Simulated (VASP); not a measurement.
## How PAW data sets and smearing change a VASP run on Al2Au

A convergence test on Al2Au: the PAW data sets and smearing. The series runs use LDA. The PAW data sets tried: minimal 64: Al Au; recommended 54: Al Au; gw 64: Al_GW Au_sv_GW. The smearing tried: ISMEAR = -1, SIGMA = 0.01; ISMEAR = -1, SIGMA = 0.05; ISMEAR = -1, SIGMA = 0.1; ISMEAR = -1, SIGMA = 0.2; ISMEAR = -1, SIGMA = 0.5; ISMEAR = 1, SIGMA = 0.01; ISMEAR = 1, SIGMA = 0.05; ISMEAR = 1, SIGMA = 0.1; ISMEAR = 1, SIGMA = 0.2; ISMEAR = 1, SIGMA = 0.5; ISMEAR = -5. The start is a cell from a database of measured crystal structures.

Main program and level: VASP 6.6.1; LDA; plane waves and PAW (Al, Au), in the first sound run; inputs show where later runs differ.

This is a report of a sequence of runs, with most program output left out.

## 1. Set-up

Symmetry: Fm-3m, No. 225, cubic system. Conventional cell: a = 6.000 Å, b = 6.000 Å, c = 6.000 Å, α = 90.00°, β = 90.00°, γ = 90.00°. Al has 4 Au at 2.60 Å nearest. Nearest to Au lie 8 Al at 2.60 Å. Farther neighbours are not listed.

As a file:

```cif
data_structure
_symmetry_space_group_name_H-M 'Fm-3m'
_symmetry_Int_Tables_number 225
_cell_length_a 6.0000
_cell_length_b 6.0000
_cell_length_c 6.0000
_cell_angle_alpha 90.000
_cell_angle_beta 90.000
_cell_angle_gamma 90.000
_cell_volume 216.00
loop_
_atom_site_label
_atom_site_type_symbol
_atom_site_symmetry_multiplicity
_atom_site_Wyckoff_symbol
_atom_site_fract_x
_atom_site_fract_y
_atom_site_fract_z
_atom_site_occupancy
Al1 Al 8 c 0.25000 0.75000 0.75000 1
Au1 Au 4 a 0.00000 0.00000 0.00000 1
```

## 2. PAW data sets: minimal 64: Al Au

Data sets differ in which electrons are valence and how hard the partial waves are. LDA, the lowest rung, knows the local density alone.

INCAR

```
SYSTEM = Al2Au
PREC = Accurate
ENCUT = 400
EDIFF = 1E-06
NELM = 100
ISMEAR = -1
SIGMA = 0.05
LREAL = .FALSE.
ALGO = Normal
GGA = CA
NBANDS = 14
LASPH = .TRUE.
LORBIT = 11
LWAVE = .FALSE.
LCHARG = .FALSE.
KPAR = 4
ISIF = 2
```

POSCAR

```
Al2Au
1.0
    0.0000000000      3.0000000000      3.0000000000
    3.0000000000      0.0000000000      3.0000000000
    3.0000000000      3.0000000000      0.0000000000
Al Au
2 1
Direct
    0.2500000000      0.2500000000      0.2500000000
    0.7500000000      0.7500000000      0.7500000000
    0.0000000000      0.0000000000      0.0000000000
```

KPOINTS

```
Automatic mesh
0
Gamma
7 7 7
0 0 0
```

Potentials, in the order of the species: Al and Au (PBE family, release 64).

Started as:

```sh
$ mpirun -np 4 vasp_std
```

It took 2.8 s on 4 MPI ranks of Intel Xeon 6975P-C (Granite Rapids), shared host; peak memory 0.52 GiB.

This run has no spin polarisation. Its electron count is odd, so without a moment it is a metal by construction. The k-mesh is coarse for a metal. The PAW data sets were made with PBE, though LDA sets exist; this is a small mismatch.

Numbers from this step:

| Quantity | Value |
| --- | --- |
| SCF cycles | 12 |
| electrons | 17 |
| bands | 14 |
| irreducible k-points | 20 |
| symmetry operations | 48 |
| free energy (TOTEN) | -14.32 eV |
| energy at zero smearing | -14.31 eV |
| Fermi energy | 7.568 eV |
| pressure | -1.995 GPa |
| metallic | yes |

The series starts at -4.7714 eV an atom and -1.99 GPa, after 12 cycles in 2.8 s.

## 3. PAW data sets: recommended 54: Al Au

INCAR is that of step 2.

POSCAR is that of step 2.

KPOINTS is that of step 2.

Potentials, in the order of the species: Al and Au (PBE family, release 54).

Started as:

```sh
$ mpirun -np 4 vasp_std
```

The job ended after 2.4 s (4 MPI ranks; peak memory 0.53 GiB; 7.4 s of CPU time).

With 17 valence electrons the pressure is -1.99 GPa, +0.00 GPa from the first of the series, after 12 cycles in 2.4 s.

## 4. PAW data sets: GW 64: Al GW Au sv GW

This step: LDA; plane waves and PAW (Al_GW, Au_sv_GW) (VASP 6.6.1).

Edit INCAR of step 3 so:

```diff
@@ -10,3 +10,3 @@
 GGA = CA
-NBANDS = 14
+NBANDS = 18
 LASPH = .TRUE.
```

POSCAR is that of step 3.

KPOINTS is that of step 3.

Potentials, in the order of the species: Al_GW and Au_sv_GW (PBE family, release 64).

Started as:

```sh
$ mpirun -np 4 vasp_std
```

Elapsed: 4 s, on 4 MPI ranks; peak memory 0.55 GiB.

With 25 valence electrons the pressure is -3.48 GPa, -1.49 GPa from the first of the series, after 14 cycles in 4 s.

## 5. The PAW data sets series as a table

This step: convergence of LDA results with the datasets; plane waves and PAW (VASP 6.6.1).

Derived from the runs above.

Results of the series, by row:

```
                      setting     status  pressure (GPa)  SCF cycles  wall time (s)
    minimal 64: Al Au, 400 eV  converged          -1.995          12            2.8
recommended 54: Al Au, 400 eV  converged          -1.995          12            2.4
gw 64: Al_GW Au_sv_GW, 400 eV  converged          -3.482          14              4
```

## 6. Smearing: ISMEAR = -1, SIGMA = 0.01

This step: LDA; plane waves and PAW (Al, Au) (VASP 6.6.1).

Smearing steadies the sum over the Fermi surface at the price of an entropy term.

Edit INCAR of step 4 so:

```diff
@@ -6,3 +6,3 @@
 ISMEAR = -1
-SIGMA = 0.05
+SIGMA = 0.01
 LREAL = .FALSE.
@@ -10,3 +10,3 @@
 GGA = CA
-NBANDS = 18
+NBANDS = 14
 LASPH = .TRUE.
```

POSCAR is that of step 4.

KPOINTS is that of step 4.

Potentials, in the order of the species: Al and Au (PBE family, release 64).

Started as:

```sh
$ mpirun -np 4 vasp_std
```

Run time: 2.2 s. Hardware: 4 MPI ranks; peak memory 0.52 GiB; 6.2 s of CPU time.

This step gave:

```yaml
scf_cycles: 12
electrons: 17
bands: 14
free_energy_toten: -14.31 eV
energy_at_zero_smearing: -14.31 eV
fermi_energy: 7.557 eV
pressure: -1.996 GPa
```

The series starts at -4.7711 eV an atom and -2.00 GPa, after 12 cycles in 2.2 s. The entropy term T·S comes to 0.32 meV an atom in size.

## 7. Smearing: ISMEAR = -1, SIGMA = 0.05

Edit INCAR of step 6 so:

```diff
@@ -6,3 +6,3 @@
 ISMEAR = -1
-SIGMA = 0.01
+SIGMA = 0.05
 LREAL = .FALSE.
```

POSCAR is that of step 6.

KPOINTS is that of step 6.

Started as:

```sh
$ mpirun -np 4 vasp_std
```

Wall time 2.2 s (4 MPI ranks); peak memory 0.52 GiB.

Against the run before the energy at zero width moves by -0.34 meV an atom while the pressure stays within 0.01 GPa, after 12 cycles in 2.2 s. The entropy term T·S comes to 2.73 meV an atom in size.

## 8. Smearing: ISMEAR = -1, SIGMA = 0.1

Edit INCAR of step 7 so:

```diff
@@ -6,3 +6,3 @@
 ISMEAR = -1
-SIGMA = 0.05
+SIGMA = 0.1
 LREAL = .FALSE.
```

POSCAR is that of step 7.

KPOINTS is that of step 7.

Started as:

```sh
$ mpirun -np 4 vasp_std
```

Elapsed: 2.4 s, on 4 MPI ranks; peak memory 0.52 GiB.

Against the run before the energy at zero width moves by -0.05 meV an atom and the pressure by +0.02 GPa, after 12 cycles in 2.4 s. The entropy term T·S comes to 10.90 meV an atom in size.

## 9. Smearing: ISMEAR = -1, SIGMA = 0.2

Edit INCAR of step 8 so:

```diff
@@ -6,3 +6,3 @@
 ISMEAR = -1
-SIGMA = 0.1
+SIGMA = 0.2
 LREAL = .FALSE.
```

POSCAR is that of step 8.

KPOINTS is that of step 8.

Started as:

```sh
$ mpirun -np 4 vasp_std
```

Elapsed: 2.2 s, on 4 MPI ranks; peak memory 0.53 GiB; 6.5 s of CPU time.

Against the run before the energy at zero width moves by -1.30 meV an atom and the pressure by +0.09 GPa, after 12 cycles in 2.2 s. The entropy term T·S comes to 38.87 meV an atom in size.

## 10. Smearing: ISMEAR = -1, SIGMA = 0.5

Edit INCAR of step 9 so:

```diff
@@ -6,3 +6,3 @@
 ISMEAR = -1
-SIGMA = 0.2
+SIGMA = 0.5
 LREAL = .FALSE.
```

POSCAR is that of step 9.

KPOINTS is that of step 9.

Started as:

```sh
$ mpirun -np 4 vasp_std
```

Wall time 2.6 s (4 MPI ranks); peak memory 0.5 GiB.

Against the run before the energy at zero width moves by +0.02 meV an atom and the pressure by +0.83 GPa, after 12 cycles in 2.6 s. The entropy term T·S comes to 233.94 meV an atom in size.

## 11. Smearing: ISMEAR = 1, SIGMA = 0.01

Edit INCAR of step 10 so:

```diff
@@ -5,4 +5,4 @@
 NELM = 100
-ISMEAR = -1
-SIGMA = 0.5
+ISMEAR = 1
+SIGMA = 0.01
 LREAL = .FALSE.
```

POSCAR is that of step 10.

KPOINTS is that of step 10.

Started as:

```sh
$ mpirun -np 4 vasp_std
```

The job ended after 2.2 s (4 MPI ranks; peak memory 0.52 GiB).

Against the first of the series the energy at zero width moves by +0.12 meV an atom while the pressure stays within 0.01 GPa, after 12 cycles in 2.2 s. The entropy term T·S comes to 0.06 meV an atom in size.

## 12. Smearing: ISMEAR = 1, SIGMA = 0.05

Edit INCAR of step 11 so:

```diff
@@ -6,3 +6,3 @@
 ISMEAR = 1
-SIGMA = 0.01
+SIGMA = 0.05
 LREAL = .FALSE.
```

POSCAR is that of step 11.

KPOINTS is that of step 11.

Started as:

```sh
$ mpirun -np 4 vasp_std
```

It took 2.2 s on 4 MPI ranks; peak memory 0.51 GiB; 6.1 s of CPU time.

Against the run before the energy at zero width moves by -0.17 meV an atom while the pressure stays within 0.01 GPa, after 12 cycles in 2.2 s. The entropy term T·S comes to 0.32 meV an atom in size.

## 13. Smearing: ISMEAR = 1, SIGMA = 0.1

Edit INCAR of step 12 so:

```diff
@@ -6,3 +6,3 @@
 ISMEAR = 1
-SIGMA = 0.05
+SIGMA = 0.1
 LREAL = .FALSE.
```

POSCAR is that of step 12.

KPOINTS is that of step 12.

Started as:

```sh
$ mpirun -np 4 vasp_std
```

Elapsed: 2.6 s, on 4 MPI ranks; peak memory 0.53 GiB; 7.6 s of CPU time.

Against the run before the energy at zero width moves by -0.31 meV an atom while the pressure stays within 0.01 GPa, after 12 cycles in 2.6 s. The entropy term T·S comes to 0.06 meV an atom in size.

## 14. Smearing: ISMEAR = 1, SIGMA = 0.2

Edit INCAR of step 13 so:

```diff
@@ -6,3 +6,3 @@
 ISMEAR = 1
-SIGMA = 0.1
+SIGMA = 0.2
 LREAL = .FALSE.
```

POSCAR is that of step 13.

KPOINTS is that of step 13.

Started as:

```sh
$ mpirun -np 4 vasp_std
```

Elapsed: 2.2 s, on 4 MPI ranks; peak memory 0.51 GiB; 6.3 s of CPU time.

Against the run before the energy at zero width moves by +0.14 meV an atom and the pressure by -0.01 GPa, after 12 cycles in 2.2 s. The entropy term T·S comes to 0.04 meV an atom in size.

## 15. Smearing: ISMEAR = 1, SIGMA = 0.5

Edit INCAR of step 14 so:

```diff
@@ -6,3 +6,3 @@
 ISMEAR = 1
-SIGMA = 0.2
+SIGMA = 0.5
 LREAL = .FALSE.
```

POSCAR is that of step 14.

KPOINTS is that of step 14.

Started as:

```sh
$ mpirun -np 4 vasp_std
```

Wall time 2.2 s (4 MPI ranks); peak memory 0.52 GiB; 6.4 s of CPU time.

Against the run before the energy at zero width moves by -0.09 meV an atom and the pressure by +0.03 GPa, after 12 cycles in 2.2 s. The entropy term T·S comes to 4.05 meV an atom in size.

## 16. Smearing: ISMEAR = -5

Edit INCAR of step 15 so:

```diff
@@ -5,4 +5,4 @@
 NELM = 100
-ISMEAR = 1
-SIGMA = 0.5
+ISMEAR = -5
+SIGMA = 0.05
 LREAL = .FALSE.
```

POSCAR is that of step 15.

KPOINTS is that of step 15.

Started as:

```sh
$ mpirun -np 4 vasp_std
```

It took 2.2 s on 4 MPI ranks; peak memory 0.51 GiB; 6.5 s of CPU time.

With tetrahedra the forces and stress of a metal are not exact derivatives of the energy.

Against the first of the series the energy at zero width moves by -2.81 meV an atom and the pressure by -0.11 GPa, after 12 cycles in 2.2 s.

## 17. The smearing series as a table

This step: convergence of LDA results with the smearing; plane waves and PAW (VASP 6.6.1).

No new run; the numbers come from the runs before.

One cell and one 7×7×7 mesh. Free energy against width, by row:

```
Fermi-Dirac width σ (eV)  free energy less that at the narrowest width (meV/atom)
                    0.01                                                        0
                    0.05                                                    -1.54
                     0.1                                                    -5.68
                     0.2                                                   -20.97
                     0.5                                                   -118.5
```

Differences are taken from the run with ISMEAR = -1, SIGMA = 0.01. Results of the series, by row:

```
                  setting     status  energy less the reference (meV/atom)  pressure (GPa)  SCF cycles  wall time (s)
ISMEAR = -1, SIGMA = 0.01  converged                                     0          -1.996          12            2.2
ISMEAR = -1, SIGMA = 0.05  converged                               -0.3389          -1.995          12            2.2
 ISMEAR = -1, SIGMA = 0.1  converged                               -0.3924          -1.973          12            2.4
 ISMEAR = -1, SIGMA = 0.2  converged                                -1.692          -1.886          12            2.2
 ISMEAR = -1, SIGMA = 0.5  converged                                -1.672          -1.057          12            2.6
 ISMEAR = 1, SIGMA = 0.01  converged                                0.1167          -1.996          12            2.2
 ISMEAR = 1, SIGMA = 0.05  converged                               -0.0561          -1.996          12            2.2
  ISMEAR = 1, SIGMA = 0.1  converged                               -0.3631          -1.994          12            2.6
  ISMEAR = 1, SIGMA = 0.2  converged                               -0.2271          -2.002          12            2.2
  ISMEAR = 1, SIGMA = 0.5  converged                               -0.3128          -1.973          12            2.2
              ISMEAR = -5  converged                                -2.815          -2.102          12            2.2
```

## 18. What came out

```yaml
spread_of_the_pressure_over_the_paw_data_sets: 1.49 GPa
spread_of_the_pressure_over_the_smearing: 1.04 GPa
spread_of_the_energy_over_the_smearing: 2.93 meV/atom
```

What this shows: The choice of data set moves the pressure between -3.48 GPa (gw 64: Al_GW Au_sv_GW) and -1.99 GPa (minimal 64: Al Au); all ran at 400 eV. The usual rule keeps the entropy term T·S under 1 meV an atom, which holds up to a width of 0.01 eV for Fermi-Dirac and 0.2 eV for first-order Methfessel-Paxton. That rule is made for Methfessel-Paxton; with the other schemes the zero-width estimate is the energy to use. Farthest in energy from the narrowest smearing lies ISMEAR = -5 (-2.8 meV an atom, -0.11 GPa). On a fixed mesh a narrow width is not the exact answer for a metal: it samples the Fermi surface more noisily. Data sets differ in their zero of energy, so energies are not compared. Forces vanish by symmetry in this cell, so the series can't test them.

[Lines on the potential files, build, host, timing and source positions are cut from VASP's logs without a mark.]

[Logs are printed without paths, hosts, clocks, repeated set-up lines and the standing remarks that a program may print on its own settings, such as how far it seeks lower states.]

[Hosts, paths, dates, database ids (printed as entryN), source tags and the programs' standing remarks are cut or masked in the printed files.]

[A measured line is paired with the nearest computed mode of its activity, which favours agreement.]
